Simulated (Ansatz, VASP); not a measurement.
**LiMgBN2 in VASP and in Ansatz**

```xyz
5
Lattice="-1.7569 1.7569 4.0880 1.7569 -1.7569 4.0880 1.7569 1.7569 -4.0880" Properties=species:S:1:pos:R:3 pbc="T T T"
Li    1.7569    0.0000    2.0440
Mg    0.0000    1.7569    2.0440
B     0.0000    0.0000    4.0880
N     0.0000    0.0000    5.3248
N     0.0000    0.0000    2.8513
```

Change from the starting cell: strain -0.080 along x and y, -0.080 along z, atoms carried along.

Alike in both runs: task single point; functional PBE; k mesh 8 × 8 × 8; occupations gaussian, width 0.05 eV; no spin polarisation.

|  | VASP | Ansatz |
| --- | --- | --- |
| version | VASP 6.6.1 | Ansatz 0.2.0 |
| potentials or method | VASP PAW PBE potentials, release 64 (Li_sv, Mg, B, N) | scalar-relativistic, plane waves, PAW |
| plane-wave cutoff (eV) | 520 | 420 |
| valence electrons in the cell | 18 | 26 |

```csv
,VASP,Ansatz,Ansatz less VASP
gap on the k mesh at the Fermi level (eV),3.25,3.27,+0.010
least direct gap on the mesh (eV),3.91,3.93,+0.021
rms of the force components (eV/Å),1.998,2.017,+0.0186
```

Atom by atom the forces differ by 0.019 eV/Å (rms over components). The two sets of potentials don't hold the same shells in valence.

Caveats: forces of over 1 eV/Å show positions far from the minimum, so gaps and moduli don't describe the material at rest. A k mesh can miss the band edges.
